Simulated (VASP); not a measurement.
# AlB3P4: relaxation of cell and atoms with PBE

Crystal: AlB3P4.

```
CELL_PARAMETERS angstrom
1.67412 0.96655 11.31000
-1.67412 0.96655 11.31000
0.00000 -1.93311 11.31000
ATOMIC_POSITIONS crystal
Al 0.00190 0.00190 0.00190
B 0.24381 0.24381 0.24381
B 0.75725 0.75725 0.75725
B 0.50066 0.50066 0.50066
P 0.30190 0.30190 0.30190
P 0.55881 0.55881 0.55881
P 0.07213 0.07213 0.07213
P 0.81539 0.81539 0.81539
```

The cell was built by a generator and needn't be a form met in nature.

```yaml
Program: VASP 6.6.1
Task: relaxation of cell and atoms
Functional: PBE
Potentials_or_basis: VASP PAW PBE potentials, release 64 (Al, B, P)
Cutoff: 520 eV
k_mesh: 10 × 10 × 10
Occupations: gaussian, width 0.1 eV
Spin: no spin polarisation
Further_INCAR_settings: ALGO = Normal; EDIFF = 1e-06; IBRION = 2; EDIFFG = -0.01; NSW = 90; ISIF = 3
```

* Relaxed volume: 13.75 Å³/atom
* Relaxed cell: a = 11.474 Å, b = 11.474 Å, c = 11.474 Å, α = 16.80°, β = 16.80°, γ = 16.80°
* Space group after relaxing (to 0.05 Å): R3m (No. 160)
* Energy gained by relaxing: 0.2 meV/atom
* Ionic steps: 8
* Pressure after relaxing: 0.0 GPa
* Largest force after relaxing: 0.006 eV/Å
* Band gap on the k mesh: none (metal or under the smearing width)

Forces in eV/Å, atoms in the order of the input:
```
Al   0.000  0.000  0.004
B    0.000  0.000  0.002
B    0.000  0.000 -0.004
B    0.000  0.000 -0.002
P    0.000  0.000  0.001
P    0.000  0.000  0.002
P    0.000  0.000 -0.006
P    0.000  0.000  0.003
```

Step by step:
| step | energy change (eV) | largest force (eV/Å) | pressure (GPa) | volume (Å³) |
| --- | --- | --- | --- | --- |
| 1 | 0.0000 | 0.1719 | 0.05 | 109.81 |
| 2 | -0.0012 | 0.0767 | 0.14 | 109.88 |
| 3 | -0.0013 | 0.0473 | 0.12 | 109.86 |
| 4 | -0.0016 | 0.0339 | -0.03 | 110.04 |
| 5 | -0.0016 | 0.0370 | -0.04 | 110.05 |
| 6 | -0.0017 | 0.0151 | -0.02 | 110.05 |
| 7 | -0.0017 | 0.0175 | -0.01 | 110.05 |
| 8 | -0.0017 | 0.0060 | 0.01 | 110.02 |

Final structure:
```
Al B P
1.0
     1.67583    0.96754   11.30920
    -1.67583    0.96754   11.30920
     0.00000   -1.93508   11.30920
Al B P
1 3 4
Direct
  0.00155 0.00155 0.00155
  0.24393 0.24393 0.24393
  0.75728 0.75728 0.75728
  0.50074 0.50074 0.50074
  0.30207 0.30207 0.30207
  0.55888 0.55888 0.55888
  0.07194 0.07194 0.07194
  0.81544 0.81544 0.81544
```

Levels at points of the mesh, in eV from the Fermi level:
| k point | band 12 | band 13 | band 14 | band 15 | band 16 | band 17 | band 18 | band 19 | band 20 | band 21 |
| --- | --- | --- | --- | --- | --- | --- | --- | --- | --- | --- |
| (0.00, 0.00, 0.00) | -1.81 | -1.81 | -1.39 | 0.08 | 0.08 | 1.50 | 1.63 | 2.01 | 2.15 | 2.15 |
| (0.50, 0.00, 0.00) | -4.40 | -3.99 | -3.65 | -3.38 | -1.63 | 0.27 | 0.76 | 0.99 | 2.02 | 2.15 |
| (0.50, 0.50, 0.00) | -4.72 | -4.35 | -3.45 | -2.79 | -1.57 | -0.02 | 0.28 | 1.12 | 1.43 | 2.49 |
| (0.50, 0.50, 0.50) | -2.54 | -1.79 | -1.79 | 0.04 | 0.04 | 1.60 | 1.82 | 2.26 | 2.31 | 2.31 |

Wall time 28 min on 8 MPI ranks on Intel(R) Xeon(R) Platinum 8488C (Sapphire Rapids) (shared host), peak memory 1.6 GiB a rank.
